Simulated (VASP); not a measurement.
Input:

```xyz
2
Lattice="0.0000 3.4450 3.4450 3.4450 0.0000 3.4450 3.4450 3.4450 0.0000" Properties=species:S:1:pos:R:3 pbc="T T T"
Rb     0.0000     0.0000     0.0000
Br     3.4450     3.4450     3.4450
```

These are G0W0 on PBE orbitals, VASP's PBE PAW potentials (set 64) (plane waves; VASP) values and carry that method's errors. Run with PREC = Normal, 500 eV cut-off, 4×4×4 Γ-centred mesh, Gaussian smearing of 0.010 eV, potentials Rb_sv_GW Br_GW.

The mesh is coarse and the basis finite, so the quasiparticle values are not converged.

NBANDS = 64, ENCUTGW = 150 eV, NOMEGA = 64. The PBE levels (eV) that the step starts from are:

| state | KS energy | filling |
|---|---|---|
| k1 (0.00, 0.00, 0.00), band 5 | -9.73 | 2 |
| k1 (0.00, 0.00, 0.00), band 6 | -1.20 | 2 |
| k1 (0.00, 0.00, 0.00), band 7 | -1.20 | 2 |
| k1 (0.00, 0.00, 0.00), band 8 | -1.20 | 2 |
| k1 (0.00, 0.00, 0.00), band 9 | 3.11 | 0 |
| k1 (0.00, 0.00, 0.00), band 10 | 6.07 | 0 |
| k1 (0.00, 0.00, 0.00), band 11 | 6.07 | 0 |
| k1 (0.00, 0.00, 0.00), band 12 | 6.07 | 0 |
| k3 (0.50, 0.00, 0.00), band 5 | -9.68 | 2 |
| k3 (0.50, 0.00, 0.00), band 6 | -2.16 | 2 |
| k3 (0.50, 0.00, 0.00), band 7 | -1.54 | 2 |
| k3 (0.50, 0.00, 0.00), band 8 | -1.54 | 2 |
| k3 (0.50, 0.00, 0.00), band 9 | 5.57 | 0 |
| k3 (0.50, 0.00, 0.00), band 10 | 6.46 | 0 |
| k3 (0.50, 0.00, 0.00), band 11 | 8.24 | 0 |
| k3 (0.50, 0.00, 0.00), band 12 | 8.24 | 0 |

Task: Give the quasiparticle energies and renormalisation factors Z.

Result: 
| state | QP energy (eV) | Z |
|---|---|---|
| k1 (0.00, 0.00, 0.00), band 5 | -12.10 | 0.81 |
| k1 (0.00, 0.00, 0.00), band 6 | -2.68 | 0.80 |
| k1 (0.00, 0.00, 0.00), band 7 | -2.68 | 0.80 |
| k1 (0.00, 0.00, 0.00), band 8 | -2.68 | 0.80 |
| k1 (0.00, 0.00, 0.00), band 9 | 3.88 | 0.86 |
| k1 (0.00, 0.00, 0.00), band 10 | 7.31 | 0.85 |
| k1 (0.00, 0.00, 0.00), band 11 | 7.31 | 0.85 |
| k1 (0.00, 0.00, 0.00), band 12 | 7.31 | 0.85 |
| k3 (0.50, 0.00, 0.00), band 5 | -11.99 | 0.81 |
| k3 (0.50, 0.00, 0.00), band 6 | -3.85 | 0.80 |
| k3 (0.50, 0.00, 0.00), band 7 | -3.08 | 0.80 |
| k3 (0.50, 0.00, 0.00), band 8 | -3.08 | 0.80 |
| k3 (0.50, 0.00, 0.00), band 9 | 6.35 | 0.85 |
| k3 (0.50, 0.00, 0.00), band 10 | 7.62 | 0.83 |
| k3 (0.50, 0.00, 0.00), band 11 | 9.87 | 0.83 |
| k3 (0.50, 0.00, 0.00), band 12 | 9.87 | 0.83 |
On the mesh the gap opens from 4.32 to 6.55 eV.

The compound is RbBr in the rock salt structure. The cell was not relaxed at this level.
